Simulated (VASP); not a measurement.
**GaP: a GW gap and what it depends on**

How far does the GW correction to the gap of GaP depend on the settings? The starting structure is a measured crystal structure from the Crystallography Open Database. Cell and atoms stay as given.

Method: GW on LDA orbitals, with plane waves and PAW data sets made for GW, in VASP 6.6.1.

## (1) Starting point

Symmetry: F-43m, No. 216, cubic system. The conventional cell has a = 5.451 Å, b = 5.451 Å, c = 5.451 Å, α = 90.00°, β = 90.00°, γ = 90.00°. Ga has 4 P at 2.36 Å nearest. P has 4 Ga at 2.36 Å nearest. Farther neighbours are not listed.

Coordinates:

```xyz
2
Lattice="0.0000 2.7252 2.7252 2.7252 0.0000 2.7252 2.7252 2.7252 0.0000" Properties=species:S:1:pos:R:3 pbc="T T T"
Ga    0.0000    0.0000    0.0000
P     4.0879    4.0879    4.0879
```

## (2) G0W0 (response cutoff 100 eV, 4×4×4 mesh)

It reads the orbitals and their derivatives (WAVECAR and WAVEDER) of a run with the empty bands, which follows a ground-state run; neither is shown.

INCAR reads:

```
SYSTEM = GaP
PREC = Accurate
ENCUT = 430
ISMEAR = 0
SIGMA = 0.01
LREAL = .FALSE.
GGA = CA
NBANDS = 92
ALGO = EVGW0
NELMGW = 1
ENCUTGW = 100
NOMEGA = 40
PRECFOCK = Fast
NBANDSGW = 20
LWAVE = .FALSE.
LCHARG = .FALSE.
```

POSCAR reads:

```
GaP
1.0
    0.0000000000      2.7252500000      2.7252500000
    2.7252500000      0.0000000000      2.7252500000
    2.7252500000      2.7252500000      0.0000000000
Ga P
1 1
Direct
    0.0000000000      0.0000000000      0.0000000000
    0.7500000000      0.7500000000      0.7500000000
```

KPOINTS reads:

```
Automatic mesh
0
Gamma
4 4 4
0 0 0
```

The projector-augmented-wave data sets are Ga_d_GW and P_GW (LDA family, release 64).

The run is started by

```
mpirun -np 4 vasp_std
```

Output:

```text
[banner, memory and clock lines left out]
running    4 mpi-ranks, on    1 nodes
 distrk:  each k-point on    4 cores,    1 groups
 distr:  one band on    1 cores,    4 groups

 POSCAR found type information on POSCAR GaP
 POSCAR found :  2 types and       2 ions
|                                                                             |
|           W    W    AA    RRRRR   N    N  II  N    N   GGGG   !!!           |
|           W    W   A  A   R    R  NN   N  II  NN   N  G    G  !!!           |
|           W    W  A    A  R    R  N N  N  II  N N  N  G       !!!           |
|           W WW W  AAAAAA  RRRRR   N  N N  II  N  N N  G  GGG   !            |
|           WW  WW  A    A  R   R   N   NN  II  N   NN  G    G                |
|           W    W  A    A  R    R  N    N  II  N    N   GGGG   !!!           |
|                                                                             |
|     The default for ENCUTGWSOFT is different in this version of VASP.       |
|     please manually set ENCUTGWSOFT =100 in the INCAR file.                 |
|                                                                             |

 LDA part: xc-table for (Slater(with rela. corr.)+CA(PZ))
 , standard interpolation
 found WAVECAR, reading the header
 POSCAR, INCAR and KPOINTS ok, starting setup
 FFT: planning ... GRIDC
 FFT: planning ... GRID_SOFT
 FFT: planning ... GRID
 reading WAVECAR
 the WAVECAR file was read successfully
 initial charge from wavefunction
 available memory per node:     23.12 GB, setting MAXMEM to     23671

 The Fermi energy was updated, please check that it is located mid-gap
 values below the HOMO (VB) or above the LUMO (CB) will cause erroneous energies
 E-fermi :   4.9400

 calculate exact exchange contribution
 the WAVEDER file was read successfully
energies w=
    0.000    0.000    0.635    0.000    1.267    0.000    1.891    0.000
    2.505    0.000    3.107    0.000    3.696    0.000    4.272    0.000
    4.835    0.000    5.387    0.000    5.929    0.000    6.463    0.000
    6.993    0.000    7.520    0.000    8.048    0.000    8.580    0.000
    9.119    0.000    9.671    0.000   10.239    0.000   10.829    0.000
   11.446    0.000   12.098    0.000   12.793    0.000   13.542    0.000
   14.357    0.000   15.254    0.000   16.254    0.000   17.383    0.000
   18.678    0.000   20.188    0.000   21.980    0.000   24.153    0.000
   26.854    0.000   30.313    0.000   34.910    0.000   41.321    0.000
   50.873    0.000   66.577    0.000   97.041    0.000  180.788    0.000
 responsefunction array rank=     100
 LDA part: xc-table for (Slater(with rela. corr.)+CA(PZ))
 , standard interpolation

 min. memory requirement per mpi rank     97.3 MB, per node    389.4 MB

 allocating  10 responsefunctions rank=   100
 shmem allocating  40 responsefunctions rank=   100
 response function shared by NCSHMEM nodes    1
 Doing           10  frequencies on each core in blocks of           40
NQ=   1    0.0000    0.0000    0.0000,
|.........|.........|.........|.........|.........|.........|.........|.........
 performed        125000 updates of chi_q(r,r)
 total number of BLAS operations          7.92 Gflops
NQ=   2    0.2500    0.0000    0.0000,
|.........|.........|.........|.........|.........|.........|.........|.........
 performed        353000 updates of chi_q(r,r)
 total number of BLAS operations         24.39 Gflops
NQ=   3    0.5000    0.0000    0.0000,
|.........|.........|.........|.........|.........|.........|.........|.........
 performed        551000 updates of chi_q(r,r)
 total number of BLAS operations         37.27 Gflops
NQ=   4    0.2500    0.2500    0.0000,
|.........|.........|.........|.........|.........|.........|.........|.........
 performed        779000 updates of chi_q(r,r)
 total number of BLAS operations         50.14 Gflops
NQ=   5    0.5000    0.2500    0.0000,
|.........|.........|.........|.........|.........|.........|.........|.........
 performed       1088000 updates of chi_q(r,r)
 total number of BLAS operations         71.99 Gflops
NQ=   6   -0.2500    0.2500    0.0000,
|.........|.........|.........|.........|.........|.........|.........|.........
 performed       1367000 updates of chi_q(r,r)
 total number of BLAS operations         91.34 Gflops
NQ=   7    0.5000    0.5000    0.0000,
|.........|.........|.........|.........|.........|.........|.........|.........
 performed       1543000 updates of chi_q(r,r)
 total number of BLAS operations        103.29 Gflops
NQ=   8   -0.2500    0.5000    0.2500,
|.........|.........|.........|.........|.........|.........|.........|.........
 performed       1763000 updates of chi_q(r,r)
 total number of BLAS operations        120.95 Gflops
 resolving degeneracies of screened two electron integrals

 calculate QP shifts <psi_nk| G(iteration)W_0 |psi_nk>: iteration 1
 entering main loop
```

Run time: 36 s. Hardware: 4 MPI ranks of Intel Xeon Platinum 8259CL at 2.50GHz (Skylake/Cascade Lake), shared host; peak memory 0.63 GiB; 2.3 min of CPU time.

The logs omit lines about the potential files and the build; timing stands in the text.

Parts of OUTCAR (step 2):

```text
ion  position               nearest neighbor table
   1  0.000  0.000  0.000-   2 2.36   2 2.36   2 2.36   2 2.36
   2  0.750  0.750  0.750-   1 2.36   1 2.36   1 2.36   1 2.36

  LATTYP: Found a face centered cubic cell.
 ALAT       =     5.4505000000

 Subroutine GETGRP returns: Found 24 space group operations
 (whereof 24 operations were pure point group operations)

The static configuration has the point symmetry T_d .

 Found      8 irreducible k-points:

   k-points           NKPTS =      8   k-points in BZ     NKDIM =     64   number of bands    NBANDS=     92

   dimension x,y,z NGX =    28 NGY =   28 NGZ =   28
   dimension x,y,z NGXF=    56 NGYF=   56 NGZF=   56

   ENCUT  =  430.0 eV  31.60 Ry    5.62 a.u.   6.52  6.52  6.52*2*pi/ulx,y,z

   NELECT =      18.0000    total number of electrons

  energy-cutoff  :      430.00
  volume of cell :       40.48
      direct lattice vectors                 reciprocal lattice vectors
     0.000000000  2.725250000  2.725250000    -0.183469406  0.183469406  0.183469406
     2.725250000  0.000000000  2.725250000     0.183469406 -0.183469406  0.183469406
     2.725250000  2.725250000  0.000000000     0.183469406  0.183469406 -0.183469406

 k-points in reciprocal lattice and weights: Automatic mesh
   0.00000000  0.00000000  0.00000000       0.016
   0.25000000  0.00000000  0.00000000       0.125
   0.50000000  0.00000000  0.00000000       0.062
   0.25000000  0.25000000  0.00000000       0.094
   0.50000000  0.25000000  0.00000000       0.375
  -0.25000000  0.25000000  0.00000000       0.188
   0.50000000  0.50000000  0.00000000       0.047
  -0.25000000  0.50000000  0.25000000       0.094

 E-fermi :   4.9400

 QP shifts <psi_nk| G(iteration)W_0 |psi_nk>: iteration 1
 for sc-GW calculations column KS-energies equals QP-energies in previous step
 and V_xc(KS)=  KS-energies - (<T + V_ion + V_H > + <T+V_H+V_ion>^1  + <V_x>^1)
 k-point   1 :       0.0000    0.0000    0.0000
  band No.  KS-energies  QP-energies   sigma(KS)   V_xc(KS)     V^pw_x(r,r')   Z            occupation Imag(sigma)
    ...
      6      -8.3087      -8.5976     -11.9897     -11.5455     -18.6276       0.6504       2.0000       1.1073
      7       4.2120       3.9431     -13.1247     -12.7727     -14.5444       0.7640       2.0000       0.0831
      8       4.2120       3.9431     -13.1247     -12.7727     -14.5444       0.7640       2.0000       0.0831
      9       4.2120       3.9431     -13.1247     -12.7727     -14.5444       0.7640       2.0000       0.0831
     10       5.8332       6.5836     -11.0421     -12.0216      -6.9555       0.7661       0.0000      -0.0838
     11       7.9645       8.4728     -10.1536     -10.8182      -5.8387       0.7648       0.0000      -0.1092
     12       7.9645       8.4728     -10.1536     -10.8182      -5.8387       0.7648       0.0000      -0.1092
     13       7.9645       8.4728     -10.1536     -10.8182      -5.8387       0.7648       0.0000      -0.1092
    ...

 k-point   2 :       0.2500    0.0000    0.0000
  band No.  KS-energies  QP-energies   sigma(KS)   V_xc(KS)     V^pw_x(r,r')   Z            occupation Imag(sigma)
    ...
      6      -7.5311      -7.8628     -12.3757     -11.8801     -18.7774       0.6692       2.0000       1.0318
      7       0.2657      -0.0291     -12.2375     -11.8350     -14.7874       0.7323       2.0000       0.1690
      8       3.5355       3.2481     -12.7879     -12.4099     -14.3378       0.7604       2.0000       0.0877
      9       3.5355       3.2481     -12.7879     -12.4099     -14.3378       0.7604       2.0000       0.0877
     10       6.1903       6.8019     -10.4572     -11.2525      -6.4107       0.7691       0.0000      -0.0886
     11       8.8284       9.3349     -10.2742     -10.9420      -5.7323       0.7585       0.0000      -0.1305
     12       8.8284       9.3349     -10.2742     -10.9420      -5.7323       0.7585       0.0000      -0.1305
     13      10.3829      10.9311     -10.6066     -11.3433      -5.6392       0.7443       0.0000      -0.1852
    ...

 k-point   3 :       0.5000    0.0000    0.0000
  band No.  KS-energies  QP-energies   sigma(KS)   V_xc(KS)     V^pw_x(r,r')   Z            occupation Imag(sigma)
    ...
      6      -6.2192      -6.5895     -13.0894     -12.5556     -19.1213       0.6939       2.0000       0.8777
      7      -2.5232      -2.8480     -11.4760     -11.0184     -15.2394       0.7098       2.0000       0.3703
      8       3.0758       2.7644     -12.6730     -12.2611     -14.3974       0.7560       2.0000       0.0966
      9       3.0758       2.7644     -12.6730     -12.2611     -14.3974       0.7560       2.0000       0.0966
     10       5.7021       6.2880     -10.4412     -11.1998      -6.5384       0.7723       0.0000      -0.0833
     11       8.8015       9.2543      -9.9392     -10.5330      -5.4096       0.7627       0.0000      -0.1316
     12       8.8015       9.2543      -9.9392     -10.5330      -5.4096       0.7627       0.0000      -0.1316
     13      12.2238      12.4677      -8.4662      -8.7883      -3.0159       0.7572       0.0000      -0.2964
    ...

 k-point   4 :       0.2500    0.2500    0.0000
  band No.  KS-energies  QP-energies   sigma(KS)   V_xc(KS)     V^pw_x(r,r')   Z            occupation Imag(sigma)
    ...
      6      -7.2681      -7.5985     -12.4200     -11.9288     -18.7318       0.6726       2.0000       1.0057
      7       0.4727       0.2354     -12.7111     -12.3877     -15.1910       0.7336       2.0000       0.1615
      8       2.4971       2.1676     -12.3170     -11.8790     -14.1327       0.7522       2.0000       0.1018
      9       2.4971       2.1676     -12.3170     -11.8790     -14.1327       0.7522       2.0000       0.1018
     10       6.2218       6.6553      -9.6900     -10.2490      -5.7434       0.7754       0.0000      -0.0904
     11       7.7653       8.2408     -10.0465     -10.6691      -5.6893       0.7636       0.0000      -0.1151
     12      10.8364      11.3987     -10.8233     -11.5797      -5.7366       0.7435       0.0000      -0.2027
     13      10.8364      11.3987     -10.8233     -11.5797      -5.7366       0.7435       0.0000      -0.2027
    ...

[... 4 further parts left out ...]
```

G0W0 (response cutoff 100 eV, 4×4×4 mesh): the quasiparticle gap on this mesh is 1.990 eV, +0.534 eV from the LDA gap on the same points, with 92 bands.

## (3) G0W0 (response cutoff 160 eV, 4×4×4 mesh)

It reads the orbitals and their derivatives (WAVECAR and WAVEDER) of a run with the empty bands, which follows a ground-state run; neither is shown.

INCAR, as its differences from that of step 2:

```diff
@@ -7,6 +7,6 @@
 GGA = CA
-NBANDS = 92
+NBANDS = 188
 ALGO = EVGW0
 NELMGW = 1
-ENCUTGW = 100
+ENCUTGW = 160
 NOMEGA = 40
```

POSCAR is that of step 2.

KPOINTS is that of step 2.

The run is started by

```
mpirun -np 4 vasp_std
```

Output:

```text
[banner, memory and clock lines left out]
running    4 mpi-ranks, on    1 nodes
[...]
|                                                                             |
|           W    W    AA    RRRRR   N    N  II  N    N   GGGG   !!!           |
|           W    W   A  A   R    R  NN   N  II  NN   N  G    G  !!!           |
|           W    W  A    A  R    R  N N  N  II  N N  N  G       !!!           |
|           W WW W  AAAAAA  RRRRR   N  N N  II  N  N N  G  GGG   !            |
|           WW  WW  A    A  R   R   N   NN  II  N   NN  G    G                |
|           W    W  A    A  R    R  N    N  II  N    N   GGGG   !!!           |
|                                                                             |
|     The default for ENCUTGWSOFT is different in this version of VASP.       |
|     please manually set ENCUTGWSOFT =160 in the INCAR file.                 |
|                                                                             |

 LDA part: xc-table for (Slater(with rela. corr.)+CA(PZ))
[...]
total number of BLAS operations        292.51 Gflops
NQ=   4    0.2500    0.2500    0.0000,
|.........|.........|.........|.........|.........|.........|.........|.........
 performed       1634000 updates of chi_q(r,r)
 total number of BLAS operations        413.40 Gflops
NQ=   5    0.5000    0.2500    0.0000,
|.........|.........|.........|.........|.........|.........|.........|.........
 performed       2276000 updates of chi_q(r,r)
 total number of BLAS operations        591.18 Gflops
NQ=   6   -0.2500    0.2500    0.0000,
|.........|.........|.........|.........|.........|.........|.........|.........
 performed       2858000 updates of chi_q(r,r)
 total number of BLAS operations        762.88 Gflops
NQ=   7    0.5000    0.5000    0.0000,
|.........|.........|.........|.........|.........|.........|.........|.........
 performed       3229000 updates of chi_q(r,r)
 total number of BLAS operations        870.21 Gflops
NQ=   8   -0.2500    0.5000    0.2500,
|.........|.........|.........|.........|.........|.........|.........|.........
 performed       3690000 updates of chi_q(r,r)
 total number of BLAS operations       1018.02 Gflops
 resolving degeneracies of screened two electron integrals

 calculate QP shifts <psi_nk| G(iteration)W_0 |psi_nk>: iteration 1
 entering main loop
[key lines of the parts left out:]
E-fermi :   4.9400
```

Run time: 55 s. Hardware: 4 MPI ranks; peak memory 0.84 GiB.

OUTCAR, selected parts (step 3):

```text
 QP shifts <psi_nk| G(iteration)W_0 |psi_nk>: iteration 1
 for sc-GW calculations column KS-energies equals QP-energies in previous step
 and V_xc(KS)=  KS-energies - (<T + V_ion + V_H > + <T+V_H+V_ion>^1  + <V_x>^1)
 k-point   1 :       0.0000    0.0000    0.0000
  band No.  KS-energies  QP-energies   sigma(KS)   V_xc(KS)     V^pw_x(r,r')   Z            occupation Imag(sigma)
    ...
      6      -8.3087      -8.7309     -12.1990     -11.5455     -18.6276       0.6460       2.0000       1.0224
      7       4.2120       3.7542     -13.3734     -12.7727     -14.5444       0.7622       2.0000       0.0328
      8       4.2120       3.7542     -13.3734     -12.7727     -14.5444       0.7622       2.0000       0.0328
      9       4.2120       3.7542     -13.3734     -12.7727     -14.5444       0.7622       2.0000       0.0328
     10       5.8332       6.3856     -11.3027     -12.0216      -6.9555       0.7683       0.0000      -0.1178
     11       7.9645       8.3325     -10.3362     -10.8182      -5.8387       0.7635       0.0000      -0.1257
     12       7.9645       8.3325     -10.3362     -10.8182      -5.8387       0.7635       0.0000      -0.1257
     13       7.9645       8.3325     -10.3362     -10.8182      -5.8387       0.7635       0.0000      -0.1257
    ...

[... 1 part as in an earlier step ...]

[... 2 further parts left out ...]
[key lines of the parts left out:]
E-fermi :   4.9400
```

G0W0 (response cutoff 160 eV, 4×4×4 mesh): the quasiparticle gap on this mesh is 2.097 eV, +0.641 eV from the LDA gap on the same points, with 188 bands.

[end of part 1 of 2]

[Lines on the potential files, build, host, timing and source positions are cut from VASP's logs without a mark.]

[Logs are printed without paths, hosts, clocks, repeated set-up lines and the standing remarks that a program may print on its own settings, such as how far it seeks lower states.]

[Hosts, paths, dates, database ids (printed as entryN), source tags and the programs' standing remarks are cut or masked in the printed files.]
